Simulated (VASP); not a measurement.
Data:

```xyz
2
Lattice="1.7500 -3.0311 0.0000 1.7500 3.0311 0.0000 0.0000 0.0000 5.5500" Properties=species:S:1:pos:R:3 pbc="T T T"
Lu     1.7500     1.0104     1.3875
Lu     1.7500    -1.0104     4.1625
```

These are MS2 meta-GGA, VASP's PBE PAW potentials (set 64) (plane waves; VASP 6.6.1) values and carry that method's errors. Settings: 520 eV cut-off, 11×11×6 Γ-centred mesh, first-order Methfessel-Paxton smearing of 0.10 eV, potentials Lu_3.

Energy and stress use the plane-wave basis of the starting cell.

Problem. The ions, cell shape and volume are relaxed. Give the cell that the relaxation ends in.

Solution. 
```xyz
2
Lattice="1.7315 -2.9990 0.0000 1.7315 2.9990 0.0000 0.0000 0.0000 5.3910" Properties=species:S:1:pos:R:3 pbc="T T T"
Lu     1.7315     0.9997     1.3478
Lu     1.7315    -0.9997     4.0433
```
Space group P6_3/mmc (194), at a tolerance of 0.03 Å.

Problem. How do energy and volume change from the first to the last step?

Solution. The energy (σ→0) changes by -11.9 meV/atom and the volume by -4.9 %, in 6 ionic steps.

The compound is Lu in the hcp structure. This run relaxes it. Symmetry was kept, so distortions that lower it aren't found.
